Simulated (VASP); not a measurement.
Consider the following.

```
BeTe
1.0
    0.00000     2.81500     2.81500
    2.81500     0.00000     2.81500
    2.81500     2.81500     0.00000
Be Te
1 1
Direct
  0.00000   0.00000   0.00000
  0.25000   0.25000   0.25000
```

Level of theory: PBE GGA, VASP's PBE PAW potentials (set 64) (plane waves; VASP). Settings: 800 eV cut-off, 7×7×7 Γ-centred mesh, Gaussian smearing of 0.050 eV, potentials Be Te.

Problem. Predict the energy per atom (σ→0), pressure.

Solution. 
* **energy per atom (σ→0)**: -3.810 eV/atom
* **pressure**: 1.21 GPa

The compound is BeTe in the zinc blende structure. The cell was not relaxed at this level. The run is one of a series of settings (ENCUT = 800 against the base run), some of them coarse on purpose.
